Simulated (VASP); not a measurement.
Input for VASP

INCAR:
```
# general
SYSTEM   =  MgZnO2
PREC     =  Accurate
ENCUT    =  520
LREAL    =  .False.
LASPH    =  .True.

# electronic loop
EDIFF    =  1E-6
NELM     =  100
ALGO     =  Normal
LMAXMIX  =  4

# smearing
ISMEAR   =  0
SIGMA    =  0.05

# functional
GGA      =  PS

# ions
IBRION   =  2
NSW      =  60
ISIF     =  3
EDIFFG   =  -0.02

# output
LWAVE    =  .False.
LCHARG   =  .False.
```

**KPOINTS**
```
Automatic mesh
0
Gamma
7 7 4
0 0 0
```

File POSCAR:
```
MgZnO2
1.0
  3.2635230303   0.0000000000   0.0000000000
 -1.6317615152   2.8262936796   0.0000000000
  0.0000000000   0.0000000000   5.1417304228
Mg Zn O
1 1 2
direct
  0.3333330000   0.6666670000   0.4966508968
  0.6666670000   0.3333330000   0.0034945372
  0.3333330000   0.6666670000   0.8832196862
  0.6666670000   0.3333330000   0.3886248798
```

POTCAR, in this order: Mg Zn O (PBE.64 set). Program: vasp_std.

Q: Translate this PBEsol calculation to Quantum ESPRESSO's pw.x.

A: One equivalent input (not run):
```
&CONTROL
  calculation = 'vc-relax'
  pseudo_dir = './pseudo'
  outdir = './out'
  tprnfor = .true.
  tstress = .true.
  nstep = 60
  forc_conv_thr = 0.00078
/
&SYSTEM
  ibrav = 0
  nat = 4
  ntyp = 3
  ecutwfc = 84
  occupations = 'smearing'
  smearing = 'gaussian'
  degauss = 0.003675
  input_dft = 'pbesol'
/
&ELECTRONS
  conv_thr = 7.3e-08
  electron_maxstep = 100
/
&IONS
/
&CELL
/
ATOMIC_SPECIES
  Mg 24.305 Mg.upf
  Zn 65.380 Zn.upf
  O 15.999 O.upf
CELL_PARAMETERS angstrom
     3.2635230    0.0000000    0.0000000
    -1.6317615    2.8262937    0.0000000
     0.0000000    0.0000000    5.1417304
ATOMIC_POSITIONS crystal
  Mg   0.3333330  0.6666670  0.4966509
  Zn   0.6666670  0.3333330  0.0034945
  O    0.3333330  0.6666670  0.8832197
  O    0.6666670  0.3333330  0.3886249
K_POINTS automatic
  7 7 4 0 0 0
```
The two are equivalent in intent, not identical: the potentials are each code's own (VASP's PAW set, PseudoDojo norm-conserving files in pw.x), so ENCUT and ecutwfc are chosen apart and not converted; conv_thr bounds pw.x's estimated SCF error, while EDIFF bounds the energy change between steps; forc_conv_thr acts on force components and is met together with etot_conv_thr.

The structure comes from a computed database's MgZnO2 entry (P3m1); how it stands against other phases isn't given here. It was relaxed first. The start is the result of an earlier pass.
